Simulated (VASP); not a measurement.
Here is the system:

```
Al3GaSb4
1.0
    6.15326     0.00000     0.00000
    0.00000     6.15326     0.00000
    0.00000     0.00000     6.15326
Ga Sb Al
1 4 3
Direct
  0.00000   0.00000   0.00000
  0.24930   0.24930   0.24930
  0.75070   0.75070   0.24930
  0.75070   0.24930   0.75070
  0.24930   0.75070   0.75070
  0.50000   0.50000   0.00000
  0.50000   0.00000   0.50000
  0.00000   0.50000   0.50000
```

All values below come from PBEsol GGA, VASP's PBE PAW potentials (set 64) (plane waves; VASP). Numerical set-up: 400 eV cut-off, Gaussian smearing of 0.050 eV, potentials Ga_d Sb Al.

Unless said otherwise, spin-orbit coupling is left out, though it shifts the bands of the heavy elements here.

### Question
What does the run give for the band gap (along the path) with the smallest direct gap where there is one?

### Answer

* **band gap (along the path)**: 0.42 eV
* **smallest direct gap (along the path)**: 0.66 eV

Total energies compare only between runs with the same potentials, cut-off and functional.

The structure was generated: Al3GaSb4 was put into an ordered model structure (P-43m), which need not be its known phase. It was relaxed first.
